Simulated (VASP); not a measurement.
# Sn3C in VASP: one cell, several levels of theory, part 3 of 3

The system is an ordered 4-atom cell of Sn3C on the diamond lattice (R3m), a generated structure that needn't be the ground state.

VASP 6.6.1, plane waves, PAW. The steps go on from the part before.

## Step 4: Single point with PBEsol

INCAR reads:

```
ENCUT = 520.000000
SIGMA = 0.020000
EDIFF = 1.00e-07
GGA = PS
PREC = Accurate
IBRION = -1
ISIF = 2
ISMEAR = -1
NBANDS = 31
NELM = 120
NSW = 0
LASPH = .TRUE.
LCHARG = .TRUE.
LELF = .TRUE.
LWAVE = .FALSE.
LREAL = .FALSE.
```

KPOINTS reads:

```
KPOINTS created by Atomic Simulation Environment
0
Gamma
8 8 8
0 0 0
```

KPOINTS_OPT reads:

```
special points
11
Reciprocal
0.0000000000 0.0000000000 0.0000000000 1
0.5000000000 0.0000000000 0.0000000000 1
0.5000000000 0.1835015303 -0.1835015303 1
0.8164984697 0.5000000000 0.1835015303 1
0.5000000000 0.5000000000 0.5000000000 1
0.3417507652 0.0000000000 -0.3417507652 1
0.6582492348 0.3417507652 0.0000000000 1
0.5000000000 0.5000000000 0.0000000000 1
0.6582492348 0.6582492348 0.1835015303 1
0.1000000000 0.1000000000 0.1000000000 1
0.5316498470 0.5316498470 0.0367003061 1
```

POSCAR reads:

```
C  Sn
 1.0000000000000000
     1.9889268993534768    1.1483074807237781    7.2261631472791334
    -1.9889268993534768    1.1483074807237781    7.2261631472791334
     0.0000000000000000   -2.2966149614968736    7.2261631472712979
 C   Sn
   1   3
Cartesian
  1.9889268993534768  1.1483074807238087  7.2126923278844446
  0.0000000000000000 -0.0000000000243341 10.6964820660224849
 -0.0000000000000000 -0.0000000000177287  7.7929375480094407
  0.0000000000000000 -0.0000000000442738 19.4614077285645024
```

The run uses the recommended PBE PAW datasets (46 valence electrons a neutral cell).

The run is started by

```
> mpirun -np 1 vasp_std
```

Standard output, without the iteration lines:

```text
POSCAR found type information on POSCAR C Sn
 POSCAR found :  2 types and       4 ions
 -----------------------------------------------------------------------------
|                                                                             |
|                                                                             |
|     You enforced a specific xc type in the INCAR file but a different       |
|     I HOPE YOU KNOW WHAT YOU ARE DOING!                                     |
|                                                                             |
 -----------------------------------------------------------------------------

 LDA part: xc-table for (Slater+PW92), standard interpolation
 POSCAR, INCAR and KPOINTS ok, starting setup
 FFT: planning ... GRIDC
 FFT: planning ... GRID_SOFT
 FFT: planning ... GRID
 WAVECAR not read
 entering main loop
 Start KPOINTS_OPT (optional k-point list driver)
k-point batch [1-11\11]
```

OSZICAR:

```text
N       E                     dE             d eps       ncg     rms          rms(c)
DAV:   1     0.435308342207E+03    0.43531E+03   -0.23268E+04  4135   0.224E+03
DAV:   2     0.396636290462E+02   -0.39564E+03   -0.38375E+03  4030   0.549E+02
DAV:   3    -0.177049137184E+02   -0.57369E+02   -0.56161E+02  4853   0.179E+02
DAV:   4    -0.206944832077E+02   -0.29896E+01   -0.29710E+01  4584   0.442E+01
DAV:   5    -0.207926084686E+02   -0.98125E-01   -0.98105E-01  5109   0.814E+00    0.694E+00
DAV:   6    -0.194662494124E+02    0.13264E+01   -0.59885E+00  5853   0.159E+01    0.382E+00
DAV:   7    -0.193183554725E+02    0.14789E+00   -0.11095E+00  5093   0.127E+01    0.199E+00
DAV:   8    -0.193062308576E+02    0.12125E-01   -0.29456E-01  4904   0.356E+00    0.595E-01
DAV:   9    -0.192995934176E+02    0.66374E-02   -0.36259E-02  4936   0.145E+00    0.262E-01
DAV:  10    -0.192991943597E+02    0.39906E-03   -0.87033E-03  5597   0.908E-01    0.103E-01
DAV:  11    -0.192991870147E+02    0.73450E-05   -0.16836E-03  4533   0.282E-01    0.579E-02
DAV:  12    -0.192991983690E+02   -0.11354E-04   -0.30320E-04  5481   0.123E-01    0.188E-02
DAV:  13    -0.192992016880E+02   -0.33190E-05   -0.15886E-05  5989   0.510E-02    0.605E-03
DAV:  14    -0.192992012756E+02    0.41238E-06   -0.35858E-06  4802   0.185E-02    0.295E-03
DAV:  15    -0.192992011199E+02    0.15576E-06   -0.52928E-07  4189   0.660E-03    0.130E-03
DAV:  16    -0.192992012157E+02   -0.95823E-07   -0.88615E-08  2834   0.328E-03
   1 F= -.19299201E+02 E0= -.19297972E+02  d E =-.245748E-02
       N       E                     dE             ncg
DAV:   1     0.500379425558E+04   -0.11991E+05      710
DAV:   2     0.635963263604E+03   -0.43678E+04      682
DAV:   3     0.142147250436E+02   -0.62175E+03      816
DAV:   4    -0.151987583141E+02   -0.29413E+02      766
DAV:   5    -0.161897606602E+02   -0.99100E+00      911
DAV:   6    -0.162292738154E+02   -0.39513E-01      840
DAV:   7    -0.162323065829E+02   -0.30328E-02     1049
DAV:   8    -0.162323246973E+02   -0.18114E-04      877
DAV:   9    -0.162323254000E+02   -0.70268E-06      823
DAV:  10    -0.162323254180E+02   -0.18032E-07      495
```

OUTCAR, selected sections:

```text
k-points           NKPTS =     65   k-points in BZ     NKDIM =     65   number of bands    NBANDS=     31

   NELECT =      46.0000    total number of electrons

   dimension x,y,z NGX =    56 NGY =   56 NGZ =   56
   dimension x,y,z NGXF=   112 NGYF=  112 NGZF=  112

  energy-cutoff  :      520.00
  volume of cell :       99.02
      direct lattice vectors                 reciprocal lattice vectors
     1.988926899  1.148307481  7.226163147     0.251391844  0.145141149  0.046128675
    -1.988926899  1.148307481  7.226163147    -0.251391844  0.145141149  0.046128675
     0.000000000 -2.296614961  7.226163147     0.000000000 -0.290282297  0.046128675

 k-points in reciprocal lattice and weights: KPOINTS created by Atomic Simulation Env
   0.00000000  0.00000000  0.00000000       0.002
   0.12500000 -0.00000000 -0.00000000       0.012
   0.25000000 -0.00000000 -0.00000000       0.012
   0.37500000 -0.00000000  0.00000000       0.012
   0.50000000 -0.00000000 -0.00000000       0.006
   0.12500000  0.12500000 -0.00000000       0.012
   0.25000000  0.12500000  0.00000000       0.023
   0.37500000  0.12500000 -0.00000000       0.023
[... 57 more k-points ...]

 E-fermi :   6.8408

 k-point     1 :       0.0000    0.0000    0.0000
  band No.  band energies     occupation
      1     -15.2397      2.00000
      2     -15.1483      2.00000
      3     -15.1483      2.00000
      4     -15.1058      2.00000
      5     -15.1058      2.00000
      6     -14.9986      2.00000
      7     -14.9986      2.00000
      8     -14.8168      2.00000
      9     -14.8168      2.00000
     10     -14.8145      2.00000
     11     -14.5207      2.00000
     12     -14.5099      2.00000
     13     -14.5099      2.00000
     14     -14.3724      2.00000
     15     -14.3724      2.00000
     16      -5.9202      2.00000
     17      -3.4119      2.00000
     18      -0.7028      2.00000
     19       4.6250      2.00000
     20       4.7155      2.00000
     21       4.7155      2.00000
     22       5.4847      2.00000
     23       8.1300      0.00000
     24       8.2929      0.00000
     25       8.2929      0.00000
     26      10.0993      0.00000
     27      10.0993      0.00000
     28      10.7726      0.00000
     29      11.1218      0.00000
     30      11.1218      0.00000
     31      11.4784      0.00000

 k-point     2 :       0.1250   -0.0000   -0.0000
  band No.  band energies     occupation
      1     -15.2362      2.00000
      2     -15.1517      2.00000
      3     -15.1493      2.00000
      4     -15.1065      2.00000
      5     -15.1005      2.00000
      6     -14.9936      2.00000
      7     -14.9812      2.00000
      8     -14.8207      2.00000
      9     -14.8037      2.00000
     10     -14.8031      2.00000
     11     -14.5245      2.00000
     12     -14.5175      2.00000
     13     -14.5103      2.00000
     14     -14.3968      2.00000
     15     -14.3743      2.00000
     16      -5.7628      2.00000
     17      -3.2347      2.00000
     18      -0.5909      2.00000
     19       3.2035      2.00000
     20       4.5051      2.00000
     21       5.2522      2.00000
     22       5.7403      2.00000
     23       6.8227      1.42427
     24       7.7051      0.00000
     25       8.5316      0.00000
     26       9.4970      0.00000
     27      10.4532      0.00000
     28      10.5652      0.00000
     29      11.6654      0.00000
     30      11.8229      0.00000
     31      12.1785      0.00000

 k-point     3 :       0.2500   -0.0000   -0.0000
  band No.  band energies     occupation
      1     -15.2278      2.00000
      2     -15.1598      2.00000
      3     -15.1521      2.00000
      4     -15.1085      2.00000
      5     -15.0872      2.00000
      6     -14.9815      2.00000
      7     -14.9322      2.00000
      8     -14.8288      2.00000
      9     -14.7729      2.00000
     10     -14.7688      2.00000
     11     -14.5416      2.00000
     12     -14.5393      2.00000
     13     -14.5105      2.00000
     14     -14.4603      2.00000
     15     -14.3789      2.00000
     16      -5.3147      2.00000
     17      -2.7252      2.00000
     18      -0.4209      2.00000
     19       1.9224      2.00000
     20       4.0719      2.00000
     21       4.0907      2.00000
     22       4.8371      2.00000
     23       6.8369      1.09579
     24       7.0398      0.00010
     25       8.3002      0.00000
     26       9.2716      0.00000
     27      10.3378      0.00000
     28      11.2619      0.00000
     29      11.6754      0.00000
     30      12.0517      0.00000
     31      12.5101      0.00000

 k-point     4 :       0.3750   -0.0000    0.0000
  band No.  band energies     occupation
      1     -15.2198      2.00000
      2     -15.1678      2.00000
      3     -15.1551      2.00000
      4     -15.1105      2.00000
      5     -15.0734      2.00000
      6     -14.9692      2.00000
      7     -14.8701      2.00000
      8     -14.8277      2.00000
      9     -14.7351      2.00000
     10     -14.7246      2.00000
     11     -14.5735      2.00000
     12     -14.5706      2.00000
     13     -14.5551      2.00000
     14     -14.4940      2.00000
     15     -14.3834      2.00000
     16      -4.6926      2.00000
     17      -2.0684      2.00000
     18      -0.6329      2.00000
     19       1.3325      2.00000
     20       2.5852      2.00000
     21       3.7092      2.00000
     22       3.9446      2.00000
     23       6.2336      2.00000
     24       7.3013      0.00000
     25       8.2432      0.00000
     26       9.2534      0.00000
     27      10.0293      0.00000
     28      11.3406      0.00000
     29      11.6013      0.00000
     30      12.0178      0.00000
     31      12.9180      0.00000

 k-point     5 :       0.5000   -0.0000   -0.0000
  band No.  band energies     occupation
      1     -15.2165      2.00000
      2     -15.1711      2.00000
      3     -15.1563      2.00000
      4     -15.1113      2.00000
      5     -15.0677      2.00000
      6     -14.9641      2.00000
      7     -14.8542      2.00000
      8     -14.7994      2.00000
      9     -14.7144      2.00000
     10     -14.6994      2.00000
     11     -14.6194      2.00000
     12     -14.5906      2.00000
     13     -14.5775      2.00000
     14     -14.4943      2.00000
     15     -14.3853      2.00000
     16      -4.3174      2.00000
     17      -1.9360      2.00000
     18      -0.4521      2.00000
     19       0.5842      2.00000
     20       2.8359      2.00000
     21       3.0547      2.00000
     22       3.5735      2.00000
     23       6.0226      2.00000
     24       7.2869      0.00000
     25       8.4450      0.00000
     26       9.3184      0.00000
     27       9.5773      0.00000
     28      11.3204      0.00000
     29      11.6599      0.00000
     30      11.8628      0.00000
     31      12.9259      0.00000

 k-point     6 :       0.1250    0.1250   -0.0000
  band No.  band energies     occupation
      1     -15.2361      2.00000
      2     -15.1530      2.00000
      3     -15.1483      2.00000
      4     -15.1063      2.00000
      5     -15.1007      2.00000
      6     -14.9948      2.00000
      7     -14.9795      2.00000
      8     -14.8203      2.00000
      9     -14.8041      2.00000
     10     -14.8036      2.00000
     11     -14.5240      2.00000
     12     -14.5176      2.00000
     13     -14.5104      2.00000
     14     -14.3974      2.00000
     15     -14.3738      2.00000
     16      -5.7573      2.00000
     17      -3.2677      2.00000
     18      -0.5275      2.00000
     19       3.1852      2.00000
     20       4.4904      2.00000
     21       5.0734      2.00000
     22       5.9505      2.00000
     23       6.6924      1.99880
     24       7.7962      0.00000
     25       8.4779      0.00000
     26       9.7494      0.00000
     27      10.3950      0.00000
     28      10.4280      0.00000
     29      11.7268      0.00000
     30      11.7304      0.00000
     31      12.1962      0.00000

[... the tables of k-points 7 to 65 left out ...]

  Total       -0.7020454     -0.7020454     -0.6565080      0.0000000     -0.0000000      0.0000000
  in kB      -11.3589906    -11.3589906    -10.6222030      0.0000000     -0.0000000      0.0000000
  external PRESSURE =     -11.1133948 kB  Pullay stress =       0.0000000 kB

 POSITION                                       TOTAL-FORCE (eV/Angst)
 -----------------------------------------------------------------------------------
      0.00000     -0.00000     21.66502         0.000000      0.000000     -0.002778
      0.00000     -0.00000     10.69648         0.000000      0.000000     -0.148686
      0.00000     -0.00000      7.79294         0.000000      0.000000     -0.038366
      0.00000     -0.00000     19.46141         0.000000     -0.000000      0.189829
 -----------------------------------------------------------------------------------
    total drift:                                0.000000     -0.000000     -0.001270

  FREE ENERGIE OF THE ION-ELECTRON SYSTEM (eV)
  ---------------------------------------------------
  free  energy   TOTEN  =       -19.2992012157 eV

  energy  without entropy=      -19.2967437370  energy(sigma->0) =      -19.29797248
```

Wall time 5.1 min (1 MPI rank of Intel Xeon 6975P-C, shared host); peak memory 0.51 GiB.

The levels at the points of KPOINTS_OPT are read from vasprun.xml.

Levels at the named points, in eV from the top of band v (v: the last filled band by count, c: the next):

```csv
point,v−1,v,c,c+1
Γ,-2.77,-0.12,0.04,0.04
L,-4.68,-2.23,-0.97,0.19
B1,-4.53,-3.73,-0.74,-0.42
B,-4.53,-3.73,-0.74,-0.42
Z,-2.47,-0.25,-0.25,0.87
X,-4.60,-3.75,-0.85,0.14
Q,-4.60,-3.75,-0.85,0.14
```

PBEsol: no gap; the band counted as the lowest empty one dips 1.92 eV below the top of the last filled one. Pressure: -1.11 GPa, and the largest force is 0.190 eV/Å, on atom 4 (Sn).

## Step 5: Results

What follows sums up all 3 parts.

| level | gap (eV) | pressure (GPa) | largest force (eV/Å) |
| --- | --- | --- | --- |
| PBE | -1.93 | 1.77 | 0.258 |
| LDA | -1.90 | -2.73 | 0.130 |
| PBEsol | -1.92 | -1.11 | 0.190 |

A negative gap is an overlap of bands.

No gap over 0.02 eV opens at any of these levels. Spin-orbit coupling is left out, though the cell holds Sn (Z = 50); in an element this heavy it can shift bands and gaps by tenths of an eV. The pressure is highest with PBE (1.8 GPa) and lowest with LDA (-2.7 GPa), which orders the cells that they would relax to. Forces up to 0.26 eV/Å (PBE) show atoms off their equilibrium places at that level; the least is 0.130 eV/Å (LDA).
